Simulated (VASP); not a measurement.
Method: PBE GGA, VASP's PBE PAW potentials (set 64) (plane waves; VASP 6.6.1).

The input files of a VASP run:

File POSCAR:
```
BiP
1
    3.4159590000     0.0000000000     0.0000000000
    0.0000000000     3.4159590000     0.0000000000
    0.0000000000     0.0000000000     3.4159590000
Bi P
1 1
Direct
  0.0000000000   0.0000000000   0.0000000000
  0.5000000000   0.5000000000   0.5000000000
```

### KPOINTS
```
Regular mesh
0
Gamma
5 5 5
0 0 0
```

### INCAR
```
ENCUT  =  300   ! plane-wave cut-off (eV)
LASPH  =  .True.   ! aspherical one-centre terms
PREC  =  Accurate
LCHARG  =  .False.
ISIF  =  2   ! forces and stress, cell fixed
LWAVE  =  .False.
EDIFF  =  1E-6
ISMEAR  =  0
ALGO  =  Normal   ! blocked Davidson
GGA  =  PE   ! PBE
LREAL  =  .False.   ! projection in real space or not
LMAXMIX  =  4   ! l cut-off of mixed one-centre charges
SIGMA  =  0.2
NELM  =  100   ! most electronic steps
SYSTEM  =  BiP
```

POTCAR, in this order: Bi_d P (PBE.64 set). Program: vasp_std.

The resulting files:

File OSZICAR:
```
       N       E                     dE             d eps       ncg     rms          rms(c)
DAV:   1     0.115643871346E+03    0.11564E+03   -0.77750E+03   280   0.110E+03
DAV:   2    -0.238043328864E+01   -0.11802E+03   -0.11680E+03   322   0.306E+02
DAV:   3    -0.830017933789E+01   -0.59197E+01   -0.58837E+01   346   0.736E+01
DAV:   4    -0.839240718225E+01   -0.92228E-01   -0.92196E-01   332   0.105E+01
DAV:   5    -0.839591879325E+01   -0.35116E-02   -0.35116E-02   360   0.173E+00    0.374E+00
DAV:   6    -0.806268187079E+01    0.33324E+00   -0.11335E+00   388   0.750E+00    0.215E+00
DAV:   7    -0.806492361039E+01   -0.22417E-02   -0.95575E-02   334   0.170E+00    0.120E+00
DAV:   8    -0.806304081496E+01    0.18828E-02   -0.99498E-03   328   0.112E+00    0.118E-01
DAV:   9    -0.806244544677E+01    0.59537E-03   -0.26069E-03   388   0.422E-01    0.726E-02
DAV:  10    -0.806246360220E+01   -0.18155E-04   -0.21980E-04   322   0.134E-01    0.288E-02
DAV:  11    -0.806246311943E+01    0.48276E-06   -0.14792E-05   350   0.387E-02    0.731E-03
DAV:  12    -0.806246281043E+01    0.30901E-06   -0.86894E-07   188   0.141E-02
   1 F= -.80624628E+01 E0= -.80424497E+01  d E =-.400262E-01
```

**OUTCAR**
```
------------------------ aborting loop because EDIFF is reached ----------------------------------------
  FORCE on cell =-STRESS in cart. coord.  units (eV):
  Direction    XX          YY          ZZ          XY          YZ          ZX
  --------------------------------------------------------------------------------------
  Total        3.6662056      3.6662056      3.6662056     -0.0000000     -0.0000000      0.0000000
  in kB      147.3633364    147.3633364    147.3633364     -0.0000000     -0.0000000      0.0000000
  external PRESSURE =     147.3633364 kB  Pullay stress =       0.0000000 kB
  volume of cell :       39.86
      direct lattice vectors                 reciprocal lattice vectors
     3.415959000  0.000000000  0.000000000     0.292743560  0.000000000  0.000000000
     0.000000000  3.415959000  0.000000000     0.000000000  0.292743560  0.000000000
     0.000000000  0.000000000  3.415959000     0.000000000  0.000000000  0.292743560
 POSITION                                       TOTAL-FORCE (eV/Angst)
 -----------------------------------------------------------------------------------
      0.00000      0.00000      0.00000         0.000000      0.000000      0.000000
      1.70798      1.70798      1.70798         0.000000      0.000000      0.000000
 -----------------------------------------------------------------------------------
    total drift:                                0.000000      0.000000      0.000000
  FREE ENERGIE OF THE ION-ELECTRON SYSTEM (eV)
  ---------------------------------------------------
  free  energy   TOTEN  =        -8.0624628104 eV

  energy  without entropy=       -8.0224365975  energy(sigma->0) =       -8.04244970
```
(Selected blocks of OUTCAR.)

At this cut-off the stress carries a Pulay error, which pulls relaxed volumes low.

The structure was generated: BiP was put into an ordered model structure, which need not be its known phase. The cell was not relaxed at this level. The k-mesh is coarse (spacing up to 0.37 per Å, 2π included), so the numbers may not be converged in it.
